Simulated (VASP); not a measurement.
These are rev-vdW-DF2, VASP's PBE PAW potentials (set 64) (plane waves; VASP 6.6.1) values and carry that method's errors.

A VASP calculation is set up with these files.

**KPOINTS**
```
Automatic mesh
0
Gamma
13 13 13
```

File POSCAR:
```
FeAl
5.7662710
  0.4999999921   0.0000000000   0.0000000000
  0.0000000000   0.4999999921   0.0000000000
  0.0000000000   0.0000000000   0.4999999921
Al Fe
1 1
Direct
  0.5000000000   0.5000000000   0.5000000000
  0.0000000000   0.0000000000   0.0000000000
```

### INCAR
```
SYSTEM  =  FeAl
PREC  =  Accurate; ENCUT  =  520; LREAL  =  .FALSE.
LASPH  =  .TRUE.
EDIFF  =  1E-7; NELM  =  100; ALGO  =  Normal
LMAXMIX  =  4
ISMEAR  =  1; SIGMA  =  0.1
GGA  =  MK; LUSE_VDW  =  .TRUE.; AGGAC  =  0.0
PARAM1  =  0.1234568; PARAM2  =  0.7114; ZAB_VDW  =  -1.8867
ISIF  =  2
LWAVE  =  .FALSE.; LCHARG  =  .FALSE.
```

POTCAR, in this order: Al Fe (PBE.64 set). Program: vasp_std.

Output

### OSZICAR
```
       N       E                     dE             d eps       ncg     rms          rms(c)
DAV:   1     0.334665822084E+02    0.33467E+02   -0.50235E+03  1528   0.122E+03
DAV:   2    -0.101262587758E+02   -0.43593E+02   -0.41945E+02  1523   0.177E+02
DAV:   3    -0.112766698650E+02   -0.11504E+01   -0.11355E+01  1813   0.390E+01
DAV:   4    -0.113012893827E+02   -0.24620E-01   -0.24566E-01  1929   0.512E+00
DAV:   5    -0.113018136136E+02   -0.52423E-03   -0.52418E-03  1835   0.655E-01    0.133E+01
DAV:   6    -0.133278432737E+02   -0.20260E+01   -0.71720E+01  1717   0.132E+02    0.177E+01
DAV:   7    -0.952413662481E+01    0.38037E+01   -0.35348E+01  1668   0.823E+01    0.242E+00
DAV:   8    -0.949823327577E+01    0.25903E-01   -0.20101E-01  1637   0.547E+00    0.139E+00
DAV:   9    -0.948551669091E+01    0.12717E-01   -0.38940E-02  1823   0.309E+00    0.332E-01
DAV:  10    -0.948516392365E+01    0.35277E-03   -0.90598E-04  1930   0.393E-01    0.121E-01
DAV:  11    -0.948516173295E+01    0.21907E-05   -0.19454E-05  1676   0.482E-02    0.106E-02
DAV:  12    -0.948516102846E+01    0.70450E-06   -0.35395E-06  2074   0.249E-02    0.573E-03
DAV:  13    -0.948516092002E+01    0.10844E-06   -0.40229E-07   921   0.811E-03    0.129E-03
DAV:  14    -0.948516096878E+01   -0.48762E-07   -0.33156E-08   808   0.297E-03
   1 F= -.94851610E+01 E0= -.94848695E+01  d E =-.874455E-03
```

OUTCAR:
```
------------------------ aborting loop because EDIFF is reached ----------------------------------------
  FORCE on cell =-STRESS in cart. coord.  units (eV):
  Direction    XX          YY          ZZ          XY          YZ          ZX
  --------------------------------------------------------------------------------------
  Total       -0.7656292     -0.7656292     -0.7656292     -0.0000000      0.0000000     -0.0000000
  in kB      -51.1839671    -51.1839671    -51.1839671     -0.0000000      0.0000000     -0.0000000
  external PRESSURE =     -51.1839671 kB  Pullay stress =       0.0000000 kB
  volume of cell :       23.97
      direct lattice vectors                 reciprocal lattice vectors
     2.883135454  0.000000000  0.000000000     0.346844613  0.000000000  0.000000000
     0.000000000  2.883135454  0.000000000     0.000000000  0.346844613  0.000000000
     0.000000000  0.000000000  2.883135454     0.000000000  0.000000000  0.346844613
 POSITION                                       TOTAL-FORCE (eV/Angst)
 -----------------------------------------------------------------------------------
      1.44157      1.44157      1.44157         0.000000      0.000000      0.000000
      0.00000      0.00000      0.00000         0.000000      0.000000      0.000000
 -----------------------------------------------------------------------------------
    total drift:                                0.000000      0.000000      0.000000
  FREE ENERGIE OF THE ION-ELECTRON SYSTEM (eV)
  ---------------------------------------------------
  free  energy   TOTEN  =        -9.4851609688 eV

  energy  without entropy=       -9.4842865142  energy(sigma->0) =       -9.48486948
```
(Selected blocks of OUTCAR.)

The compound is FeAl in the CsCl type structure. This cell is one point of a volume scan, at 1.03 of the reference volume. The run is not spin-polarised, so no magnetic state was tried. The electron count is odd and the run is not spin-polarised, which forces a metal.
